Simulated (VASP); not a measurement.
# LaC2: structure and properties in VASP, part 5 of 5

Wanted: the relaxed cell of LaC2 and its properties. The start is a cell from a database of measured crystal structures.

VASP 6.6.1; LDA; plane waves and PAW (La, C).

Still holding for the runs below: This run has no spin polarisation. Its electron count is odd, so without a moment it is a metal by construction.

So far. Step 15 (Fit for LDA): The fitted volume lies +0.04 % from the relaxed one. The atoms bear forces along the scan, since they were held; freeing them would lower the modulus. Step 16 (Electric field gradients (LDA)): The largest gradient, -168.52 V/Å², sits on La1; times the quadrupole moment of a nucleus that has one, it gives the coupling that NMR and NQR see. The relaxed cell has a = 3.860, c = 6.494 Å (conventional setting).

## Step 17: A single point (LDA), changed input

A single point gives energy, forces and stress at these settings. Some settings are moved from the usual, to see what they do.

File INCAR:

```
SYSTEM = LaC2
PREC = Single
ENCUT = 200
EDIFF = 1E-06
NELM = 100
ISMEAR = 0
SIGMA = 0.05
LREAL = .FALSE.
ALGO = Normal
GGA = CA
NBANDS = 11
LASPH = .TRUE.
LORBIT = 11
LWAVE = .FALSE.
LCHARG = .FALSE.
KPAR = 2
ISIF = 2
```

File POSCAR:

```
LaC2
1.0
   -1.9302297104      1.9302297104      3.2468867917
    1.9302297104     -1.9302297104      3.2468867917
    1.9302297104      1.9302297104     -3.2468867917
La C
1 2
Direct
    0.0000000000      0.0000000000      0.0000000000
    0.4009451034      0.4009451034      0.0000000000
    0.5990548966      0.5990548966      0.0000000000
```

File KPOINTS:

```
Automatic mesh
0
Gamma
8 8 8
0 0 0
```

The projector-augmented-wave data sets are La and C (LDA family, release 64).

Run with:

```console
> mpirun -np 2 vasp_std
```

Output:

```text
[... set-up lines as in an earlier step ...]
 entering main loop
       N       E                     dE             d eps       ncg     rms          rms(c)
DAV:   1     0.127857877469E+03    0.12786E+03   -0.41463E+03  1298   0.913E+02
DAV:   2    -0.323855737743E+01   -0.13110E+03   -0.12994E+03  2010   0.273E+02
DAV:   3    -0.258602008907E+02   -0.22622E+02   -0.21691E+02  1897   0.971E+01
DAV:   4    -0.280853201065E+02   -0.22251E+01   -0.21980E+01  2095   0.373E+01
DAV:   5    -0.281502015170E+02   -0.64881E-01   -0.64088E-01  2025   0.609E+00    0.776E+00
DAV:   6    -0.264262225409E+02    0.17240E+01   -0.55765E+00  1691   0.180E+01    0.377E+00
DAV:   7    -0.263057399252E+02    0.12048E+00   -0.10014E+00  1938   0.786E+00    0.172E+00
DAV:   8    -0.262849154161E+02    0.20825E-01   -0.22286E-01  2046   0.448E+00    0.464E-01
DAV:   9    -0.262777526364E+02    0.71628E-02   -0.51009E-02  2008   0.204E+00    0.111E-01
DAV:  10    -0.262777587780E+02   -0.61416E-05   -0.30549E-03  1861   0.520E-01    0.304E-02
DAV:  11    -0.262777870286E+02   -0.28251E-04   -0.29831E-04  2246   0.146E-01    0.227E-02
DAV:  12    -0.262777820705E+02    0.49581E-05   -0.11191E-04  2079   0.105E-01    0.633E-03
DAV:  13    -0.262777815608E+02    0.50973E-06   -0.11786E-05  1683   0.320E-02    0.196E-03
DAV:  14    -0.262777817219E+02   -0.16115E-06   -0.26434E-06  1096   0.961E-03
 -----------------------------------------------------------------------------
|                                                                             |
|           W    W    AA    RRRRR   N    N  II  N    N   GGGG   !!!           |
|           W    W   A  A   R    R  NN   N  II  NN   N  G    G  !!!           |
|           W    W  A    A  R    R  N N  N  II  N N  N  G       !!!           |
|           W WW W  AAAAAA  RRRRR   N  N N  II  N  N N  G  GGG   !            |
|           WW  WW  A    A  R   R   N   NN  II  N   NN  G    G                |
|           W    W  A    A  R    R  N    N  II  N    N   GGGG   !!!           |
|                                                                             |
|     Your highest band is occupied at some k-points! Unless you are          |
|     performing a calculation for an insulator or semiconductor, without     |
|     unoccupied bands, you have included TOO FEW BANDS!! Please increase     |
|     the parameter NBANDS in file INCAR to ensure that the highest band      |
|     is unoccupied at all k-points. It is always recommended to include      |
|     a few unoccupied bands to accelerate the convergence of                 |
|     molecular-dynamics runs (even for insulators or semiconductors),        |
|     since the presence of unoccupied bands improves wavefunction            |
|     prediction and helps to suppress 'band-crossings'.                      |
|                                                                             |
 -----------------------------------------------------------------------------

   1 F= -.26277782E+02 E0= -.26277174E+02  d E =-.121642E-02
```

Wall time 4.8 s (2 MPI ranks of Intel Xeon Platinum 8488C (Sapphire Rapids), shared host); peak memory 0.22 GiB; 7.6 s of CPU time.

From OUTCAR (step 17):

```text
   k-points           NKPTS =     59   k-points in BZ     NKDIM =     59   number of bands    NBANDS=     11

   ENCUT  =  200.0 eV  14.70 Ry    3.83 a.u.   4.89  4.89  4.89*2*pi/ulx,y,z

   NELECT =      19.0000    total number of electrons

 E-fermi :   7.5807

 k-point     1 :       0.0000    0.0000    0.0000
  band No.  band energies     occupation
    ...
      7       2.8274      2.00000
      8       4.5448      2.00000
      9       4.5456      2.00000
     10       7.5537      1.55500
     11       7.5540      1.54984

  Total       -6.4352343     -6.4352343     -8.1118152      0.0000000     -0.0000000      0.0000000
  in kB     -213.0736863   -213.0736863   -268.5860790      0.0000000     -0.0000000      0.0000000
  external PRESSURE =    -231.5778172 kB  Pullay stress =       0.0000000 kB

 POSITION                                       TOTAL-FORCE (eV/Angst)
 -----------------------------------------------------------------------------------
      0.00000      0.00000      0.00000        -0.000000     -0.000000     -0.000000
      0.00000      0.00000      2.60365        -0.000000     -0.000000     -0.067530
      0.00000      0.00000      3.89013         0.000000      0.000000      0.067530
 -----------------------------------------------------------------------------------
    total drift:                               -0.000000      0.000000      0.000000

  FREE ENERGIE OF THE ION-ELECTRON SYSTEM (eV)
  ---------------------------------------------------
  free  energy   TOTEN  =       -26.2777817219 eV

  energy  without entropy=      -26.2765653036  energy(sigma->0) =      -26.27717351

[... 4 parts as in an earlier step ...]

[... 11 further parts left out ...]
```

The run converged; its settings lie outside those of the reference runs, so its numbers are set aside.

Against the sound run on this cell (volume scan with LDA) the energy at zero smearing moves by -46.2 meV an atom and the pressure by -23.15 GPa.

Settings moved from the usual: ENCUT = 200, PREC = Single and NBANDS = 11.

NBANDS is too small here: the log warns that the highest band is occupied, so needed states are cut off. The cutoff falls from 520 to 200 eV, which shrinks the basis; the stress suffers most (Pulay stress), and PAW energies need not rise evenly as the basis shrinks. PREC = Single changes the FFT grids.

## Step 18: What came out

```yaml
relaxed_volume: 16.13 Å³/atom
relaxed_conventional_cell_a_b_c: 3.860, 3.860, 6.494 Å
space_group_after_relaxing_within_0p02_a: I4/mmm (No. 139)
band_gap: none, a metal
dos_at_the_fermi_level: 1.00 states/eV/cell
bulk_modulus_from_the_fit: 139 GPa
volume_from_the_fit: 16.1 Å³/atom
largest_field_gradient_vzz: -168.52 V/Å² on La1
```

What this shows: With LDA, LaC2 relaxes to 16.13 Å³/atom in space group I4/mmm (held by the symmetry of the run), comes out as a metal and has a bulk modulus of 139 GPa at fixed shape and positions, an upper bound. Against the listed cell the volume lies -4.8 % (a -1.9 %, c -1.2 %). Band structure (LDA): Of the bands kept, 2 cross the Fermi level on this path. Spin-orbit coupling is left out, and with elements this heavy it would split and shift bands near the Fermi level. With an odd electron count and no spin the cell is a metal by construction. No search among competing phases was made, and a listed structure need not be the one stable at ambient conditions. All values are for a static lattice at zero temperature.

[Lines on the potential files, build, host, timing and source positions are cut from VASP's logs without a mark.]

[Logs are printed without paths, hosts, clocks, repeated set-up lines and the standing remarks that a program may print on its own settings, such as how far it seeks lower states.]

[Hosts, paths, dates, database ids (printed as entryN), source tags and the programs' standing remarks are cut or masked in the printed files.]

[A measured line is paired with the nearest computed mode of its activity, which favours agreement.]
